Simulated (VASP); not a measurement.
These are PBE GGA, VASP's PBE PAW potentials (set 64) (plane waves; VASP) values and carry that method's errors.

Input for VASP

### INCAR
```
ISIF  =  2
SIGMA  =  0.01
NELM  =  100   ! most electronic steps
LASPH  =  .TRUE.
LWAVE  =  .FALSE.
GGA  =  PE   ! PBE
PREC  =  Accurate
ALGO  =  Normal   ! blocked Davidson
LCHARG  =  .FALSE.
ISMEAR  =  -1   ! Fermi-Dirac
LMAXMIX  =  4
EDIFF  =  1E-6
ENCUT  =  300   ! plane-wave cut-off (eV)
SYSTEM  =  Bi2Te3
LREAL  =  .FALSE.
```

File POSCAR:
```
Bi2Te3
11.0508570
  0.1998998811   0.1154122255   0.9729953976
 -0.1998998811   0.1154122255   0.9729953976
  0.0000000000  -0.2308245415   0.9729953976
Bi Te
2 3
Cart
 -0.0000000000  -0.0000000546   1.7606449018
  0.0000000000  -0.0000000359   1.1583412908
  0.0000000000  -0.0000000709   2.2861295532
  0.0000000000  -0.0000000196   0.6328566395
  0.0000000000   0.0000000000   0.0000000000
```

### KPOINTS
```
kpoints
0
Gamma
4 4 4
```

POTCAR, in this order: Bi_d Te (PBE.64 set). Program: vasp_std.

The run wrote:

OSZICAR:
```
       N       E                     dE             d eps       ncg     rms          rms(c)
DAV:   1     0.347014429622E+03    0.34701E+03   -0.16851E+04   784   0.109E+03
DAV:   2     0.131868219862E+02   -0.33383E+03   -0.32499E+03   856   0.331E+02
DAV:   3    -0.175932456464E+02   -0.30780E+02   -0.30001E+02   908   0.119E+02
DAV:   4    -0.186807846896E+02   -0.10875E+01   -0.10812E+01   896   0.245E+01
DAV:   5    -0.187217361681E+02   -0.40951E-01   -0.40923E-01  1024   0.410E+00    0.655E+00
DAV:   6    -0.183865136373E+02    0.33522E+00   -0.81623E-01   832   0.542E+00    0.516E+00
DAV:   7    -0.183928460393E+02   -0.63324E-02   -0.29682E-01   876   0.222E+00    0.159E+00
DAV:   8    -0.183965143891E+02   -0.36683E-02   -0.27511E-02   824   0.101E+00    0.678E-01
DAV:   9    -0.183966402077E+02   -0.12582E-03   -0.29918E-03   912   0.424E-01    0.297E-01
DAV:  10    -0.183969522551E+02   -0.31205E-03   -0.15707E-03   948   0.163E-01    0.663E-02
DAV:  11    -0.183969799730E+02   -0.27718E-04   -0.93869E-05   752   0.533E-02    0.456E-02
DAV:  12    -0.183969906225E+02   -0.10649E-04   -0.42311E-05   752   0.270E-02    0.114E-02
DAV:  13    -0.183969919335E+02   -0.13111E-05   -0.53571E-06   744   0.146E-02    0.516E-03
DAV:  14    -0.183969922200E+02   -0.28648E-06   -0.68922E-07   508   0.545E-03
   1 F= -.18396992E+02 E0= -.18396992E+02  d E =-.757147E-12
```

OUTCAR:
```
------------------------ aborting loop because EDIFF is reached ----------------------------------------
  FORCE on cell =-STRESS in cart. coord.  units (eV):
  Direction    XX          YY          ZZ          XY          YZ          ZX
  --------------------------------------------------------------------------------------
  Total        0.5256555      0.5256556      0.3640512      0.0000000     -0.0000000      0.0000000
  in kB        4.6333749      4.6333753      3.2089183      0.0000000     -0.0000001      0.0000000
  external PRESSURE =       4.1585562 kB  Pullay stress =       0.0000000 kB
  volume of cell :      181.77
      direct lattice vectors                 reciprocal lattice vectors
     2.209065000  1.275404000 10.752433000     0.226340103  0.130677513  0.031000740
    -2.209065000  1.275404000 10.752433000    -0.226340103  0.130677513  0.031000740
     0.000000000 -2.550809000 10.752433000     0.000000000 -0.261355026  0.031000728
 POSITION                                       TOTAL-FORCE (eV/Angst)
 -----------------------------------------------------------------------------------
      0.00000     -0.00000     19.45664         0.000000     -0.000000      0.081169
      0.00000     -0.00000     12.80066         0.000000      0.000000     -0.081169
      0.00000     -0.00000     25.26369         0.000000     -0.000000      0.117164
      0.00000     -0.00000      6.99361         0.000000      0.000000     -0.117164
      0.00000      0.00000      0.00000        -0.000000     -0.000000      0.000000
 -----------------------------------------------------------------------------------
    total drift:                               -0.000000     -0.000000     -0.000000
  FREE ENERGIE OF THE ION-ELECTRON SYSTEM (eV)
  ---------------------------------------------------
  free  energy   TOTEN  =       -18.3969922200 eV

  energy  without entropy=      -18.3969922200  energy(sigma->0) =      -18.39699222
```
(Selected blocks of OUTCAR.)

**OUTCAR**
```
 val. band max:        5.0847543058   @ k =   0.0000   0.0000   0.0000

 cond. band min:       5.6830628029   @ k =   0.0000   0.0000   0.0000


 Fermi energy:         5.3149252485

 k-point     1 :       0.0000    0.0000    0.0000
  band No.  band energies     occupation
      1     -17.7845      2.00000
      2     -17.7845      2.00000
      3     -17.7831      2.00000
      4     -17.7831      2.00000
      5     -17.7798      2.00000
      6     -17.7788      2.00000
      7     -17.7745      2.00000
      8     -17.7745      2.00000
      9     -17.7732      2.00000
     10     -17.7732      2.00000
     11      -7.7520      2.00000
     12      -7.2108      2.00000
     13      -5.6644      2.00000
     14      -3.6134      2.00000
     15      -2.8405      2.00000
     16       3.3441      2.00000
     17       3.3564      2.00000
     18       3.6957      2.00000
     19       3.6957      2.00000
     20       3.8466      2.00000
     21       3.8466      2.00000
     22       4.5267      2.00000
     23       4.5267      2.00000
     24       5.0848      2.00000
     25       5.6831      0.00000
     26       6.2641      0.00000
     27       6.2641      0.00000
     28       7.2044      0.00000

 k-point     2 :       0.2500    0.0000   -0.0000
  band No.  band energies     occupation
      1     -17.7890      2.00000
      2     -17.7873      2.00000
      3     -17.7808      2.00000
      4     -17.7793      2.00000
      5     -17.7783      2.00000
      6     -17.7764      2.00000
      7     -17.7748      2.00000
      8     -17.7731      2.00000
      9     -17.7722      2.00000
     10     -17.7711      2.00000
     11      -7.2333      2.00000
     12      -6.7556      2.00000
     13      -5.3782      2.00000
     14      -4.0168      2.00000
     15      -3.4733      2.00000
     16       1.5483      2.00000
     17       2.1300      2.00000
     18       2.4485      2.00000
     19       2.7636      2.00000
     20       3.2696      2.00000
...
```

At this cut-off the stress carries a Pulay error, which pulls relaxed volumes low. Unless said otherwise, spin-orbit coupling is left out, though it shifts the bands of the heavy elements here.

The structure comes from a computed database's Bi2Te3 entry; how it stands against other phases isn't given here. The cell was not relaxed at this level.
